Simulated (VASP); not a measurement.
**GePt under strain**

Aim: follow the pressure of GePt through compression, expansion and shear. All runs use LDA. Left out of this account: at least 1 further run (fields: a reference on another mesh). The start is a cell from a database of measured crystal structures.

Method: LDA; plane waves and PAW (Ge_d, Pt), in VASP 6.6.1.

Most raw output is cut from this account.

## 1. Set-up

Symmetry: Pnma, No. 62, orthorhombic system. Conventional cell: a = 5.719 Å, b = 3.697 Å, c = 6.084 Å, α = 90.00°, β = 90.00°, γ = 90.00°. Ge has 6 Pt at 2.48 to 2.65 Å nearest. Pt has 6 Ge at 2.48 to 2.65 Å nearest. Farther neighbours are not listed.

Structure file:

```cif
data_structure
_symmetry_space_group_name_H-M 'Pnma'
_symmetry_Int_Tables_number 62
_cell_length_a 5.7190
_cell_length_b 3.6970
_cell_length_c 6.0840
_cell_angle_alpha 90.000
_cell_angle_beta 90.000
_cell_angle_gamma 90.000
_cell_volume 128.63
loop_
_atom_site_label
_atom_site_type_symbol
_atom_site_symmetry_multiplicity
_atom_site_Wyckoff_symbol
_atom_site_fract_x
_atom_site_fract_y
_atom_site_fract_z
_atom_site_occupancy
Ge1 Ge 4 c 0.18500 0.25000 0.59000 1
Pt1 Pt 4 c 0.99950 0.25000 0.19080 1
```

## 2. Bands, cell as listed

The mesh alone shows little of the dispersion and can miss band extrema, so KPOINTS_OPT adds a path through the symmetry points after the self-consistent cycle. LDA, the lowest rung, knows the local density alone.

The input, INCAR:

```
SYSTEM = GePt
PREC = Accurate
ENCUT = 410
EDIFF = 1E-06
NELM = 100
ISMEAR = -1
SIGMA = 0.05
LREAL = .FALSE.
ALGO = Normal
GGA = CA
NBANDS = 71
LASPH = .TRUE.
LORBIT = 11
LWAVE = .FALSE.
LCHARG = .FALSE.
KPAR = 8
```

The input, POSCAR:

```
GePt
1.0
    5.7190000000      0.0000000000      0.0000000000
    0.0000000000      3.6970000000      0.0000000000
    0.0000000000      0.0000000000      6.0840000000
Ge Pt
4 4
Direct
    0.1850000000      0.2500000000      0.5900000000
    0.3150000000      0.7500000000      0.0900000000
    0.6850000000      0.2500000000      0.9100000000
    0.8150000000      0.7500000000      0.4100000000
    0.9995000000      0.2500000000      0.1908000000
    0.5005000000      0.7500000000      0.6908000000
    0.4995000000      0.2500000000      0.3092000000
    0.0005000000      0.7500000000      0.8092000000
```

The input, KPOINTS:

```
Automatic mesh
0
Gamma
5 8 5
0 0 0
```

The input, KPOINTS_OPT:

```
Line mode
12
Line-mode
Reciprocal
  0.00000000   0.00000000   0.00000000 GAMMA
  0.00000000  -0.50000000   0.00000000 X

  0.00000000  -0.50000000   0.00000000 X
 -0.50000000  -0.50000000   0.00000000 S

 -0.50000000  -0.50000000   0.00000000 S
 -0.50000000   0.00000000   0.00000000 Y

 -0.50000000   0.00000000   0.00000000 Y
  0.00000000   0.00000000   0.00000000 GAMMA

  0.00000000   0.00000000   0.00000000 GAMMA
  0.00000000   0.00000000  -0.50000000 Z

  0.00000000   0.00000000  -0.50000000 Z
  0.00000000  -0.50000000  -0.50000000 U

  0.00000000  -0.50000000  -0.50000000 U
 -0.50000000  -0.50000000  -0.50000000 R

 -0.50000000  -0.50000000  -0.50000000 R
 -0.50000000   0.00000000  -0.50000000 T

 -0.50000000   0.00000000  -0.50000000 T
  0.00000000   0.00000000  -0.50000000 Z

 -0.50000000   0.00000000   0.00000000 Y
 -0.50000000   0.00000000  -0.50000000 T

  0.00000000  -0.50000000  -0.50000000 U
  0.00000000  -0.50000000   0.00000000 X

 -0.50000000  -0.50000000   0.00000000 S
 -0.50000000  -0.50000000  -0.50000000 R
```

Potentials, in the order of the species: Ge_d and Pt (LDA family, release 64).

Started as:

```console
> mpirun -np 8 vasp_std
```

It took 46 s on 8 MPI ranks of Intel Xeon 6975P-C (Granite Rapids), shared host; peak memory 3.7 GiB.

Spin-orbit coupling is off here; it can split and shift levels that hold much weight on Pt by tenths of an eV or more. At this level the cell is under a tension of 2.2 GPa, so at these settings it is away from equilibrium.

Numbers from this step:

```
SCF cycles                             : 13
electrons                              : 96
bands                                  : 71
irreducible k-points                   : 45
symmetry operations                    : 8
free energy (TOTEN)                    : -54.8110 eV
energy at zero smearing                : -54.8028 eV
Fermi energy                           : 9.634 eV
pressure                               : -2.234 GPa
metallic, judged on the points sampled : yes
```

The electronic bands at the labelled points (eV, zero at the Fermi level; # counts the bands kept in this run):

| point | #22 | #23 | #24 | #25 | #26 | #27 | #28 | #29 |
| --- | --- | --- | --- | --- | --- | --- | --- | --- |
| Γ | -2.48 | -1.51 | -1.42 | -0.98 | 0.65 | 0.91 | 2.99 | 3.19 |
| 0.45 of the way | -2.38 | -1.15 | -1.08 | -0.64 | 0.56 | 0.93 | 1.22 | 1.99 |
| X | -2.56 | -2.56 | -1.65 | -1.65 | -0.14 | -0.14 | 2.06 | 2.06 |
| 0.45 of the way | -2.31 | -2.31 | -1.76 | -1.76 | 0.13 | 0.13 | 1.40 | 1.40 |
| S | -1.93 | -1.93 | -1.93 | -1.93 | 0.63 | 0.63 | 0.63 | 0.63 |
| 0.45 of the way | -1.78 | -1.78 | -1.15 | -1.15 | 0.58 | 0.58 | 1.75 | 1.75 |
| Y | -2.48 | -2.48 | 0.02 | 0.02 | 1.31 | 1.31 | 2.26 | 2.26 |
| 0.55 of the way | -2.62 | -1.81 | -0.89 | -0.64 | 1.12 | 1.56 | 2.39 | 2.80 |
| Γ | -2.48 | -1.51 | -1.42 | -0.98 | 0.65 | 0.91 | 2.99 | 3.19 |
| 0.55 of the way | -1.99 | -1.70 | -0.78 | -0.36 | 1.08 | 1.20 | 2.32 | 2.33 |
| Z | -1.86 | -1.86 | 0.00 | 0.00 | 1.05 | 1.05 | 1.85 | 1.85 |
| 0.45 of the way | -1.79 | -1.79 | -0.93 | -0.93 | 0.59 | 0.59 | 2.34 | 2.34 |
| U | -2.52 | -2.52 | -2.15 | -2.15 | 0.51 | 0.51 | 1.07 | 1.07 |
| 0.45 of the way | -2.53 | -2.53 | -2.45 | -2.45 | 1.47 | 1.47 | 1.47 | 1.47 |
| R | -2.49 | -2.49 | -2.49 | -2.49 | 2.48 | 2.48 | 2.48 | 2.48 |
| 0.45 of the way | -1.31 | -1.31 | -0.86 | -0.86 | 0.59 | 0.59 | 1.72 | 1.72 |
| T | -1.41 | -1.41 | 0.70 | 0.70 | 1.82 | 1.82 | 2.63 | 2.63 |
| 0.45 of the way | -1.50 | -1.50 | -0.02 | -0.02 | 1.67 | 1.67 | 1.95 | 1.95 |
| Z | -1.86 | -1.86 | 0.00 | 0.00 | 1.05 | 1.05 | 1.85 | 1.85 |
| jump to Y | -2.48 | -2.48 | 0.02 | 0.02 | 1.31 | 1.31 | 2.26 | 2.26 |
| 0.45 of the way | -2.22 | -2.22 | 0.34 | 0.34 | 1.73 | 1.73 | 1.91 | 1.91 |
| T | -1.41 | -1.41 | 0.70 | 0.70 | 1.82 | 1.82 | 2.63 | 2.63 |
| jump to U | -2.52 | -2.52 | -2.15 | -2.15 | 0.51 | 0.51 | 1.07 | 1.07 |
| 0.45 of the way | -2.46 | -2.46 | -2.01 | -2.01 | 0.08 | 0.08 | 1.05 | 1.05 |
| X | -2.56 | -2.56 | -1.65 | -1.65 | -0.14 | -0.14 | 2.06 | 2.06 |
| jump to S | -1.93 | -1.93 | -1.93 | -1.93 | 0.63 | 0.63 | 0.63 | 0.63 |

Of the projections kept (Ge, Pt), the largest for each band there, as a share of the weight inside these atoms' spheres; weight between the spheres isn't counted:

| point | #22 | #23 | #24 | #25 | #26 | #27 | #28 | #29 |
| --- | --- | --- | --- | --- | --- | --- | --- | --- |
| Γ | Pt 0.68 | Ge 0.59 | Pt 0.81 | Pt 0.86 | Pt 0.81 | Pt 0.61 | Ge 0.66 | Ge 0.73 |
| X | Pt 0.88 | Pt 0.88 | Pt 0.74 | Pt 0.74 | Pt 0.85 | Pt 0.85 | Pt 0.58 | Pt 0.58 |
| S | Pt 0.84 | Pt 0.84 | Pt 0.84 | Pt 0.84 | Pt 0.73 | Pt 0.73 | Pt 0.73 | Pt 0.73 |
| Y | Pt 0.98 | Pt 0.98 | Pt 0.55 | Pt 0.55 | Pt 0.55 | Pt 0.55 | Ge 0.54 | Ge 0.54 |
| Γ | Pt 0.68 | Ge 0.59 | Pt 0.81 | Pt 0.86 | Pt 0.81 | Pt 0.61 | Ge 0.66 | Ge 0.73 |
| Z | Pt 0.75 | Pt 0.75 | Pt 0.80 | Pt 0.80 | Pt 0.57 | Pt 0.57 | Ge 0.60 | Ge 0.60 |

Force by atom:

| atom | x (eV/Å) | y (eV/Å) | z (eV/Å) | size |
| --- | --- | --- | --- | --- |
| Ge1 | 0.0551 | 0.0000 | -0.0798 | 0.0970 |
| Ge2 | -0.0551 | 0.0000 | -0.0798 | 0.0970 |
| Ge3 | 0.0551 | 0.0000 | 0.0798 | 0.0970 |
| Ge4 | -0.0551 | 0.0000 | 0.0798 | 0.0970 |
| Pt5 | -0.0051 | 0.0000 | -0.0089 | 0.0102 |
| Pt6 | 0.0051 | 0.0000 | -0.0089 | 0.0102 |
| Pt7 | -0.0051 | 0.0000 | 0.0089 | 0.0102 |
| Pt8 | 0.0051 | 0.0000 | 0.0089 | 0.0102 |

There is no gap at this level.

## 3. Bands, volume times 1.04

The cell is expanded evenly, with fractional positions held.

INCAR is that of step 2.

Edit POSCAR of step 2 so:

```diff
@@ -2,5 +2,5 @@
 1.0
-    5.7190000000      0.0000000000      0.0000000000
-    0.0000000000      3.6970000000      0.0000000000
-    0.0000000000      0.0000000000      6.0840000000
+    5.7942586304      0.0000000000      0.0000000000
+    0.0000000000      3.7456503159      0.0000000000
+    0.0000000000      0.0000000000      6.1640618128
 Ge Pt
```

KPOINTS is that of step 2.

KPOINTS_OPT is that of step 2.

Started as:

```console
> mpirun -np 8 vasp_std
```

Wall time 56 s (8 MPI ranks); peak memory 4 GiB.

This step gave:

| Quantity | Value |
| --- | --- |
| free energy (TOTEN) | -54.6415 eV |
| energy at zero smearing | -54.6326 eV |
| Fermi energy | 8.982 eV |
| pressure | -8.684 GPa |

Electronic bands along the path, in eV, zero at the Fermi level; # counts the bands kept in this run:

| point | #23 | #24 | #25 | #26 | #27 | #28 | #29 | #30 |
| --- | --- | --- | --- | --- | --- | --- | --- | --- |
| Γ | -2.30 | -1.34 | -1.34 | -0.89 | 0.65 | 0.76 | 2.97 | 3.17 |
| 0.45 of the way | -2.25 | -1.08 | -0.96 | -0.57 | 0.59 | 0.87 | 1.19 | 1.88 |
| X | -2.41 | -2.41 | -1.52 | -1.52 | -0.13 | -0.13 | 1.98 | 1.98 |
| 0.55 of the way | -2.08 | -2.08 | -1.67 | -1.67 | 0.18 | 0.18 | 1.18 | 1.18 |
| S | -1.81 | -1.81 | -1.81 | -1.81 | 0.58 | 0.58 | 0.58 | 0.58 |
| 0.55 of the way | -1.78 | -1.78 | -0.85 | -0.85 | 0.51 | 0.51 | 2.12 | 2.12 |
| Y | -2.33 | -2.33 | -0.01 | -0.01 | 1.35 | 1.35 | 2.19 | 2.19 |
| 0.45 of the way | -2.47 | -1.83 | -0.77 | -0.24 | 0.98 | 1.89 | 2.10 | 2.70 |
| Γ | -2.30 | -1.34 | -1.34 | -0.89 | 0.65 | 0.76 | 2.97 | 3.17 |
| 0.55 of the way | -1.88 | -1.57 | -0.73 | -0.27 | 1.08 | 1.08 | 2.25 | 2.30 |
| Z | -1.74 | -1.74 | 0.01 | 0.01 | 1.09 | 1.09 | 1.76 | 1.76 |
| 0.45 of the way | -1.66 | -1.66 | -0.87 | -0.87 | 0.58 | 0.58 | 2.28 | 2.28 |
| U | -2.36 | -2.36 | -2.01 | -2.01 | 0.51 | 0.51 | 0.95 | 0.95 |
| 0.45 of the way | -2.38 | -2.38 | -2.30 | -2.30 | 1.36 | 1.36 | 1.47 | 1.47 |
| R | -2.34 | -2.34 | -2.34 | -2.34 | 2.40 | 2.40 | 2.40 | 2.40 |
| 0.45 of the way | -1.22 | -1.22 | -0.80 | -0.80 | 0.56 | 0.56 | 1.68 | 1.68 |
| T | -1.34 | -1.34 | 0.71 | 0.71 | 1.75 | 1.75 | 2.62 | 2.62 |
| 0.45 of the way | -1.41 | -1.41 | -0.01 | -0.01 | 1.68 | 1.68 | 1.85 | 1.85 |
| Z | -1.74 | -1.74 | 0.01 | 0.01 | 1.09 | 1.09 | 1.76 | 1.76 |
| jump to Y | -2.33 | -2.33 | -0.01 | -0.01 | 1.35 | 1.35 | 2.19 | 2.19 |
| 0.55 of the way | -1.95 | -1.95 | 0.43 | 0.43 | 1.75 | 1.75 | 1.90 | 1.90 |
| T | -1.34 | -1.34 | 0.71 | 0.71 | 1.75 | 1.75 | 2.62 | 2.62 |
| jump to U | -2.36 | -2.36 | -2.01 | -2.01 | 0.51 | 0.51 | 0.95 | 0.95 |
| 0.45 of the way | -2.28 | -2.28 | -1.87 | -1.87 | 0.07 | 0.07 | 0.98 | 0.98 |
| X | -2.41 | -2.41 | -1.52 | -1.52 | -0.13 | -0.13 | 1.98 | 1.98 |
| jump to S | -1.81 | -1.81 | -1.81 | -1.81 | 0.58 | 0.58 | 0.58 | 0.58 |

Of the projections kept (Ge, Pt), the largest for each band there, as a share of the weight inside these atoms' spheres; weight between the spheres isn't counted:

| point | #23 | #24 | #25 | #26 | #27 | #28 | #29 | #30 |
| --- | --- | --- | --- | --- | --- | --- | --- | --- |
| Γ | Pt 0.69 | Ge 0.60 | Pt 0.82 | Pt 0.85 | Pt 0.82 | Pt 0.63 | Ge 0.66 | Ge 0.73 |
| X | Pt 0.88 | Pt 0.88 | Pt 0.74 | Pt 0.74 | Pt 0.85 | Pt 0.85 | Pt 0.57 | Pt 0.57 |
| S | Pt 0.85 | Pt 0.85 | Pt 0.85 | Pt 0.85 | Pt 0.74 | Pt 0.74 | Pt 0.74 | Pt 0.74 |
| Y | Pt 0.98 | Pt 0.98 | Pt 0.56 | Pt 0.56 | Pt 0.55 | Pt 0.55 | Ge 0.53 | Ge 0.53 |
| Γ | Pt 0.69 | Ge 0.60 | Pt 0.82 | Pt 0.85 | Pt 0.82 | Pt 0.63 | Ge 0.66 | Ge 0.73 |
| Z | Pt 0.75 | Pt 0.75 | Pt 0.80 | Pt 0.80 | Pt 0.56 | Pt 0.56 | Ge 0.59 | Ge 0.59 |

Force by atom:

| atom | x (eV/Å) | y (eV/Å) | z (eV/Å) | size |
| --- | --- | --- | --- | --- |
| Ge1 | 0.139 | 0.000 | -0.078 | 0.160 |
| Ge2 | -0.139 | 0.000 | -0.078 | 0.160 |
| Ge3 | 0.139 | 0.000 | 0.078 | 0.160 |
| Ge4 | -0.139 | 0.000 | 0.078 | 0.160 |
| Pt5 | -0.116 | 0.000 | 0.053 | 0.128 |
| Pt6 | 0.116 | 0.000 | 0.053 | 0.128 |
| Pt7 | -0.116 | 0.000 | -0.053 | 0.128 |
| Pt8 | 0.116 | 0.000 | -0.053 | 0.128 |

 The pressure is -8.68 GPa.

For the pressure, step 2 gave -2.23 GPa; this run, with cell volume +4.0 %, gives -8.68 GPa.

## 4. Bands, volume times 1.08

INCAR is that of step 3.

Edit POSCAR of step 3 so:

```diff
@@ -2,5 +2,5 @@
 1.0
-    5.7942586304      0.0000000000      0.0000000000
-    0.0000000000      3.7456503159      0.0000000000
-    0.0000000000      0.0000000000      6.1640618128
+    5.8676114634      0.0000000000      0.0000000000
+    0.0000000000      3.7930686449      0.0000000000
+    0.0000000000      0.0000000000      6.2420961957
 Ge Pt
```

KPOINTS is that of step 3.

KPOINTS_OPT is that of step 3.

Started as:

```console
> mpirun -np 8 vasp_std
```

Wall time 57 s (8 MPI ranks); peak memory 4 GiB; 7.5 min of CPU time.

This step gave:

```yaml
free_energy_toten: -54.2895 eV
energy_at_zero_smearing: -54.2794 eV
fermi_energy: 8.380 eV
pressure: -13.65 GPa
```

The electronic bands at the labelled points (eV, zero at the Fermi level; # counts the bands kept in this run):

| point | #23 | #24 | #25 | #26 | #27 | #28 | #29 | #30 |
| --- | --- | --- | --- | --- | --- | --- | --- | --- |
| Γ | -2.14 | -1.26 | -1.19 | -0.81 | 0.63 | 0.65 | 2.94 | 3.14 |
| 0.55 of the way | -2.16 | -0.91 | -0.90 | -0.46 | 0.38 | 0.71 | 1.02 | 1.93 |
| X | -2.27 | -2.27 | -1.40 | -1.40 | -0.12 | -0.12 | 1.90 | 1.90 |
| 0.55 of the way | -1.95 | -1.95 | -1.53 | -1.53 | 0.14 | 0.14 | 1.13 | 1.13 |
| S | -1.70 | -1.70 | -1.70 | -1.70 | 0.54 | 0.54 | 0.54 | 0.54 |
| 0.45 of the way | -1.63 | -1.63 | -0.97 | -0.97 | 0.45 | 0.45 | 1.70 | 1.70 |
| Y | -2.19 | -2.19 | -0.03 | -0.03 | 1.39 | 1.39 | 2.12 | 2.12 |
| 0.45 of the way | -2.32 | -1.72 | -0.72 | -0.15 | 0.87 | 1.89 | 2.05 | 2.67 |
| Γ | -2.14 | -1.26 | -1.19 | -0.81 | 0.63 | 0.65 | 2.94 | 3.14 |
| 0.45 of the way | -1.63 | -1.53 | -0.73 | -0.42 | 0.87 | 1.05 | 2.35 | 2.47 |
| Z | -1.62 | -1.62 | 0.02 | 0.02 | 1.12 | 1.12 | 1.66 | 1.66 |
| 0.45 of the way | -1.54 | -1.54 | -0.82 | -0.82 | 0.58 | 0.58 | 2.23 | 2.23 |
| U | -2.22 | -2.22 | -1.87 | -1.87 | 0.52 | 0.52 | 0.84 | 0.84 |
| 0.45 of the way | -2.24 | -2.24 | -2.16 | -2.16 | 1.26 | 1.26 | 1.47 | 1.47 |
| R | -2.20 | -2.20 | -2.20 | -2.20 | 2.33 | 2.33 | 2.33 | 2.33 |
| 0.55 of the way | -0.95 | -0.95 | -0.20 | -0.20 | 0.40 | 0.40 | 1.41 | 1.41 |
| T | -1.29 | -1.29 | 0.72 | 0.72 | 1.69 | 1.69 | 2.57 | 2.57 |
| 0.55 of the way | -1.38 | -1.38 | -0.06 | -0.06 | 1.52 | 1.52 | 1.75 | 1.75 |
| Z | -1.62 | -1.62 | 0.02 | 0.02 | 1.12 | 1.12 | 1.66 | 1.66 |
| jump to Y | -2.19 | -2.19 | -0.03 | -0.03 | 1.39 | 1.39 | 2.12 | 2.12 |
| 0.45 of the way | -1.98 | -1.98 | 0.28 | 0.28 | 1.76 | 1.76 | 1.79 | 1.79 |
| T | -1.29 | -1.29 | 0.72 | 0.72 | 1.69 | 1.69 | 2.57 | 2.57 |
| jump to U | -2.22 | -2.22 | -1.87 | -1.87 | 0.52 | 0.52 | 0.84 | 0.84 |
| 0.55 of the way | -2.11 | -2.11 | -1.67 | -1.67 | -0.03 | -0.03 | 1.02 | 1.02 |
| X | -2.27 | -2.27 | -1.40 | -1.40 | -0.12 | -0.12 | 1.90 | 1.90 |
| jump to S | -1.70 | -1.70 | -1.70 | -1.70 | 0.54 | 0.54 | 0.54 | 0.54 |

Of the projections kept (Ge, Pt), the largest for each band there, as a share of the weight inside these atoms' spheres; weight between the spheres isn't counted:

| point | #23 | #24 | #25 | #26 | #27 | #28 | #29 | #30 |
| --- | --- | --- | --- | --- | --- | --- | --- | --- |
| Γ | Pt 0.69 | Pt 0.83 | Ge 0.61 | Pt 0.85 | Pt 0.64 | Pt 0.83 | Ge 0.67 | Ge 0.74 |
| X | Pt 0.89 | Pt 0.89 | Pt 0.75 | Pt 0.75 | Pt 0.85 | Pt 0.85 | Pt 0.57 | Pt 0.57 |
| S | Pt 0.85 | Pt 0.85 | Pt 0.85 | Pt 0.85 | Pt 0.74 | Pt 0.74 | Pt 0.74 | Pt 0.74 |
| Y | Pt 0.98 | Pt 0.98 | Pt 0.57 | Pt 0.57 | Pt 0.54 | Pt 0.54 | Ge 0.53 | Ge 0.53 |
| Γ | Pt 0.69 | Pt 0.83 | Ge 0.61 | Pt 0.85 | Pt 0.64 | Pt 0.83 | Ge 0.67 | Ge 0.74 |
| Z | Pt 0.76 | Pt 0.76 | Pt 0.80 | Pt 0.80 | Pt 0.56 | Pt 0.56 | Ge 0.58 | Ge 0.58 |

Force by atom:

| atom | x (eV/Å) | y (eV/Å) | z (eV/Å) | size |
| --- | --- | --- | --- | --- |
| Ge1 | 0.209 | 0.000 | -0.077 | 0.223 |
| Ge2 | -0.209 | 0.000 | -0.077 | 0.223 |
| Ge3 | 0.209 | 0.000 | 0.077 | 0.223 |
| Ge4 | -0.209 | 0.000 | 0.077 | 0.223 |
| Pt5 | -0.208 | 0.000 | 0.107 | 0.235 |
| Pt6 | 0.208 | 0.000 | 0.107 | 0.235 |
| Pt7 | -0.208 | 0.000 | -0.107 | 0.235 |
| Pt8 | 0.208 | 0.000 | -0.107 | 0.235 |

 The pressure is -13.65 GPa.

For the pressure, step 2 gave -2.23 GPa; this run, with cell volume +8.0 %, gives -13.6 GPa.

## 5. Bands, sheared, principal strains -2.3, -0.2, +2.6 %

The first cell is sheared at its own volume, which lowers its symmetry.

INCAR is that of step 4.

Edit POSCAR of step 4 so:

```diff
@@ -2,5 +2,5 @@
 1.0
-    5.8676114634      0.0000000000      0.0000000000
-    0.0000000000      3.7930686449      0.0000000000
-    0.0000000000      0.0000000000      6.2420961957
+    5.6646850000      0.0244040000     -0.0557450000
+    0.0157750000      3.7281290000      0.0768100000
+   -0.0593030000      0.1264030000      6.0943570000
 Ge Pt
```

KPOINTS is that of step 4.

The input, KPOINTS_OPT:

```
Line mode
12
Line-mode
Reciprocal
  0.00000000  -0.50000000   0.00000000 X
  0.00000000   0.00000000   0.00000000 GAMMA

  0.00000000   0.00000000   0.00000000 GAMMA
 -0.50000000   0.00000000   0.00000000 Y

 -0.50000000  -0.50000000   0.00000000 L
  0.00000000   0.00000000   0.00000000 GAMMA

  0.00000000   0.00000000   0.00000000 GAMMA
  0.50000000   0.00000000  -0.50000000 Z

  0.50000000  -0.50000000  -0.50000000 N
  0.00000000   0.00000000   0.00000000 GAMMA

  0.00000000   0.00000000   0.00000000 GAMMA
  0.00000000   0.00000000  -0.50000000 M

  0.00000000  -0.50000000  -0.50000000 R
  0.00000000   0.00000000   0.00000000 GAMMA
```

Started as:

```console
> mpirun -np 8 vasp_std
```

Wall time 57 s (8 MPI ranks); peak memory 6.6 GiB.

The path and its labels are those of the sheared lattice, so a letter need not mean the same point as in the unstrained cell.

This step gave:

```yaml
scf_cycles: 14
irreducible_k_points: 101
symmetry_operations: 2
free_energy_toten: -54.7252 eV
energy_at_zero_smearing: -54.7162 eV
fermi_energy: 9.607 eV
pressure: -1.722 GPa
```

Electronic bands along the path, in eV, zero at the Fermi level; # counts the bands kept in this run:

| point | #22 | #23 | #24 | #25 | #26 | #27 | #28 | #29 |
| --- | --- | --- | --- | --- | --- | --- | --- | --- |
| X | -2.51 | -2.48 | -1.60 | -1.57 | -0.12 | -0.10 | 2.00 | 2.02 |
| 0.55 of the way | -2.38 | -1.13 | -1.03 | -0.55 | 0.53 | 0.87 | 1.35 | 2.04 |
| Γ | -2.42 | -1.61 | -1.34 | -0.86 | 0.72 | 1.00 | 2.80 | 3.31 |
| 0.55 of the way | -2.58 | -1.87 | -0.69 | -0.40 | 1.13 | 1.99 | 2.32 | 2.66 |
| Y | -2.42 | -2.41 | 0.11 | 0.16 | 1.26 | 1.27 | 2.26 | 2.31 |
| jump to L | -2.03 | -1.95 | -1.86 | -1.72 | 0.38 | 0.44 | 0.78 | 0.82 |
| 0.55 of the way | -1.99 | -1.75 | -1.26 | -0.65 | 0.36 | 0.94 | 1.91 | 2.36 |
| Γ | -2.42 | -1.61 | -1.34 | -0.86 | 0.72 | 1.00 | 2.80 | 3.31 |
| 0.45 of the way | -1.99 | -1.74 | -0.64 | -0.10 | 0.86 | 1.96 | 2.47 | 2.84 |
| Z | -1.45 | -1.30 | 0.75 | 0.87 | 1.84 | 1.87 | 2.51 | 2.57 |
| jump to N | -2.51 | -2.51 | -2.41 | -2.39 | 2.27 | 2.32 | 2.53 | 2.67 |
| 0.45 of the way | -2.08 | -1.34 | -1.16 | -0.48 | -0.12 | 0.66 | 1.21 | 2.16 |
| Γ | -2.42 | -1.61 | -1.34 | -0.86 | 0.72 | 1.00 | 2.80 | 3.31 |
| 0.55 of the way | -1.95 | -1.62 | -0.69 | -0.43 | 1.12 | 1.28 | 2.02 | 2.53 |
| M | -1.79 | -1.77 | 0.04 | 0.06 | 0.95 | 0.99 | 1.84 | 1.93 |
| jump to R | -2.56 | -2.44 | -2.16 | -2.01 | 0.63 | 0.63 | 1.05 | 1.10 |
| 0.45 of the way | -1.64 | -1.61 | -1.50 | -0.59 | -0.47 | 1.18 | 2.09 | 2.24 |
| Γ | -2.42 | -1.61 | -1.34 | -0.86 | 0.72 | 1.00 | 2.80 | 3.31 |

Of the projections kept (Ge, Pt), the largest for each band there, as a share of the weight inside these atoms' spheres; weight between the spheres isn't counted:

| point | #22 | #23 | #24 | #25 | #26 | #27 | #28 | #29 |
| --- | --- | --- | --- | --- | --- | --- | --- | --- |
| X | Pt 0.84 | Pt 0.82 | Pt 0.74 | Pt 0.72 | Pt 0.85 | Pt 0.85 | Pt 0.63 | Pt 0.61 |
| Γ | Pt 0.68 | Ge 0.58 | Pt 0.79 | Pt 0.86 | Pt 0.77 | Pt 0.63 | Ge 0.63 | Ge 0.71 |
| Y | Pt 0.98 | Pt 0.98 | Pt 0.54 | Pt 0.55 | Pt 0.55 | Pt 0.56 | Ge 0.53 | Ge 0.54 |
| L | Pt 0.86 | Pt 0.86 | Pt 0.84 | Pt 0.83 | Pt 0.76 | Pt 0.76 | Pt 0.72 | Pt 0.70 |
| Γ | Pt 0.68 | Ge 0.58 | Pt 0.79 | Pt 0.86 | Pt 0.77 | Pt 0.63 | Ge 0.63 | Ge 0.71 |
| Z | Pt 0.65 | Pt 0.64 | Pt 0.57 | Pt 0.56 | Ge 0.50 | Ge 0.51 | Pt 0.51 | Pt 0.65 |

Force by atom:

| atom | x (eV/Å) | y (eV/Å) | z (eV/Å) | size |
| --- | --- | --- | --- | --- |
| Ge1 | 0.078 | 0.215 | -0.037 | 0.231 |
| Ge2 | 0.020 | 0.294 | -0.008 | 0.295 |
| Ge3 | -0.020 | -0.294 | 0.008 | 0.295 |
| Ge4 | -0.078 | -0.215 | 0.037 | 0.231 |
| Pt5 | 0.013 | 0.054 | 0.108 | 0.121 |
| Pt6 | -0.023 | 0.106 | -0.036 | 0.114 |
| Pt7 | 0.023 | -0.106 | 0.036 | 0.114 |
| Pt8 | -0.013 | -0.054 | -0.108 | 0.121 |

 The pressure is -1.72 GPa, and the symmetry operations fall from 8 to 2.

[end of part 1 of 2]

[Lines on the potential files, build, host, timing and source positions are cut from VASP's logs without a mark.]

[Logs are printed without paths, hosts, clocks, repeated set-up lines and the standing remarks that a program may print on its own settings, such as how far it seeks lower states.]

[Hosts, paths, dates, database ids (printed as entryN), source tags and the programs' standing remarks are cut or masked in the printed files.]

[A measured line is paired with the nearest computed mode of its activity, which favours agreement.]

[In band tables of VASP the shares of atoms and orbitals are scaled to a sum of 1 inside the atoms' spheres.]
